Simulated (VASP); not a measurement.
All values below come from PBE GGA with D4 dispersion, VASP's PBE PAW potentials (set 64) (plane waves; VASP 6.6.1).

The input files of a VASP run:

File POSCAR:
```
MgB2
1
    1.5304283991    -2.6507792610     0.0000000000
    1.5304283991     2.6507792610     0.0000000000
    0.0000000000     0.0000000000     3.4438344920
Mg B
1 2
Direct
  0.0000000000   0.0000000000   0.0000000000
  0.3333330000   0.6666670000   0.5000000000
  0.6666670000   0.3333330000   0.5000000000
```

### INCAR
```
SYSTEM = MgB2
PREC = Accurate; ENCUT = 520; LREAL = F
LASPH = T
EDIFF = 1E-7; NELM = 100; ALGO = Normal
ISMEAR = -5
GGA = PE; IVDW = 13
ISIF = 2
LWAVE = F; LCHARG = T; LORBIT = 11
NEDOS = 601
LEFG = T
```

**KPOINTS**
```
kpoints
0
G
  13 13 10
0 0 0
```

POTCAR, in this order: Mg B (PBE.64 set). Program: vasp_std.

Output of the run:

File OSZICAR:
```
       N       E                     dE             d eps       ncg     rms          rms(c)
DAV:   1     0.613993950739E+01    0.61399E+01   -0.39730E+03  2160   0.847E+02
DAV:   2    -0.166886312350E+02   -0.22829E+02   -0.22243E+02  2968   0.113E+02
DAV:   3    -0.169862674249E+02   -0.29764E+00   -0.29779E+00  2544   0.150E+01
DAV:   4    -0.169869353164E+02   -0.66789E-03   -0.67963E-03  3184   0.561E-01
DAV:   5    -0.169869355251E+02   -0.20870E-06   -0.21275E-06  2584   0.931E-03    0.531E+00
DAV:   6    -0.155688053376E+02    0.14181E+01   -0.23104E+00  2240   0.854E+00    0.260E+00
DAV:   7    -0.153169177106E+02    0.25189E+00   -0.13045E+00  2408   0.628E+00    0.769E-01
DAV:   8    -0.153139661237E+02    0.29516E-02   -0.10776E-01  2176   0.216E+00    0.402E-01
DAV:   9    -0.153077993635E+02    0.61668E-02   -0.22584E-02  2280   0.850E-01    0.561E-02
DAV:  10    -0.153079608535E+02   -0.16149E-03   -0.94801E-04  2936   0.213E-01    0.230E-02
DAV:  11    -0.153078890597E+02    0.71794E-04   -0.61964E-05  2240   0.538E-02    0.306E-03
DAV:  12    -0.153079038260E+02   -0.14766E-04   -0.32576E-06  2352   0.116E-02    0.102E-03
DAV:  13    -0.153079016343E+02    0.21917E-05   -0.94872E-08  2264   0.246E-03    0.272E-04
DAV:  14    -0.153079005831E+02    0.10512E-05   -0.17244E-08  1392   0.837E-04    0.653E-05
DAV:  15    -0.153079004804E+02    0.10262E-06   -0.71203E-10  1240   0.242E-04    0.941E-06
DAV:  16    -0.153079004537E+02    0.26707E-07   -0.64240E-11  1168   0.690E-05
   1 F= -.15987069E+02 E0= -.15987069E+02  d E =0.000000E+00
```

**OUTCAR**
```
------------------------ aborting loop because EDIFF is reached ----------------------------------------
  Edisp (eV):   -0.67917
  FORCE on cell =-STRESS in cart. coord.  units (eV):
  Direction    XX          YY          ZZ          XY          YZ          ZX
  --------------------------------------------------------------------------------------
  Total      -0.17130    -0.17130     0.31339    -0.00000    -0.00000     0.00000
  in kB      -9.82242    -9.82242    17.96966    -0.00000    -0.00000     0.00000
  external pressure =       -0.56 kB  Pullay stress =        0.00 kB
  volume of cell :       27.94
      direct lattice vectors                 reciprocal lattice vectors
     1.530428399 -2.650779261  0.000000000     0.326705908 -0.188623778  0.000000000
     1.530428399  2.650779261  0.000000000     0.326705908  0.188623778  0.000000000
     0.000000000  0.000000000  3.443834492     0.000000000  0.000000000  0.290374001
 POSITION                                       TOTAL-FORCE (eV/Angst)
 -----------------------------------------------------------------------------------
      0.00000      0.00000      0.00000        -0.000000      0.000000      0.000000
      1.53043      0.88359      1.72192        -0.000000     -0.000000      0.000000
      1.53043     -0.88359      1.72192         0.000000      0.000000      0.000000
 -----------------------------------------------------------------------------------
    total drift:                                0.000000     -0.000000      0.000000
  FREE ENERGIE OF THE ION-ELECTRON SYSTEM (eV)
  ---------------------------------------------------
  free  energy   TOTEN  =       -15.9870691600 eV

  energy  without entropy=      -15.9870691600  energy(sigma->0) =      -15.98706916

 total charge

# of ion       s       p       d       tot
------------------------------------------
    1        0.162   0.187   0.062   0.411
    2        0.693   1.259   0.000   1.951
    3        0.693   1.259   0.000   1.951
--------------------------------------------------
tot          1.547   2.705   0.062   4.314

 Electric field gradients after diagonalization (V/A^2)
 (convention: |V_zz| > |V_xx| > |V_yy|)
----------------------------------------------------------------------
 ion       V_xx      V_yy      V_zz     asymmetry (V_yy - V_xx)/ V_zz
----------------------------------------------------------------------
   1       0.338     0.337    -0.675       0.000
   2      -9.744    -9.743    19.487       0.000
   3      -9.744    -9.743    19.487       0.000
```
(Selected blocks of OUTCAR.)

For a metal the tetrahedron method with Blöchl corrections gives inexact stress and forces.

The compound is MgB2 in the AlB2 type structure. It was relaxed first.
